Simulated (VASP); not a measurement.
TbNd (space group P-6m2): computed properties

The numbers are results of PBEsol GGA, VASP's PBE PAW potentials (set 64) (plane waves; VASP), not measurements.

| Quantity | Value |
|---|---|
| space group | P-6m2 (187) |
| cell | a = b = 3.582 Å, c = 5.734 Å, α = β = 90.00°, γ = 120.00° |
| volume per atom | 31.87 Å³/atom |
| band gap (over mesh and band path) | none (metal, semimetal or under 0.01 eV) |
| band gap with spin-orbit coupling | none (metallic) |
| density | 7.90 g/cm³ |

```
CELL_PARAMETERS angstrom
      3.58243     0.00000     0.00000
     -1.79121     3.10247     0.00000
      0.00000     0.00000     5.73444
ATOMIC_POSITIONS crystal
  Tb 0.00000 0.00000 0.00000
  Nd 0.33333 0.66667 0.50000
```

The 4f electrons are frozen in the core of the lanthanide potential, so 4f levels, which can set the real gap, and their magnetism are missing.

The structure comes from a computed database's TbNd entry (P-6m2); how it stands against other phases isn't given here. It was relaxed first, which changed the volume by -7 %. Symmetry was kept, so distortions that lower it aren't found.
